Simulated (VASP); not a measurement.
Given:

```
CELL_PARAMETERS angstrom
      4.38044     0.00000     0.00000
      0.00000     4.38044     0.00000
      0.00000     0.00000     2.84360
ATOMIC_POSITIONS crystal
  Mn 0.00000 0.00000 0.00000
  Mn 0.50000 0.50000 0.50000
  O  0.30322 0.30322 0.00000
  O  0.80322 0.19678 0.50000
  O  0.19678 0.80322 0.50000
  O  0.69678 0.69678 0.00000
```
Starting moments (μB, in the order of the record's atoms Mn Mn O O O O): 2.4 -2.4 0.0 0.0 0.0 0.0.

Method: vdW-DF-cx, VASP's PBE PAW potentials (set 64) (plane waves; VASP 6.6.1). Run with 520 eV cut-off, 8×8×12 Γ-centred mesh, tetrahedra with Blöchl corrections, potentials Mn_pv O.

Question: What does the run give for the cell moment, energy per atom (σ→0), band gap (on the k-mesh) with the smallest direct gap where there is one?

Answer: 
```json
{
 "band gap (on the k-mesh)": "none (metal, semimetal or under 0.01 eV)",
 "cell_moment": "0.00 μB",
 "energy per atom (σ→0)": "-5.993 eV/atom"
}
```

Question: Give the moment on each site (PAW-sphere projection).

Answer: 
| site | moment (μB) |
|---|---|
| Mn1 | 2.44 |
| Mn2 | -2.44 |
| O3 | -0.05 |
| O4 | 0.05 |
| O5 | 0.05 |
| O6 | -0.05 |

Total energies compare only between runs with the same potentials, cut-off and functional.

The compound is MnO2 in the rutile structure. It was relaxed first.
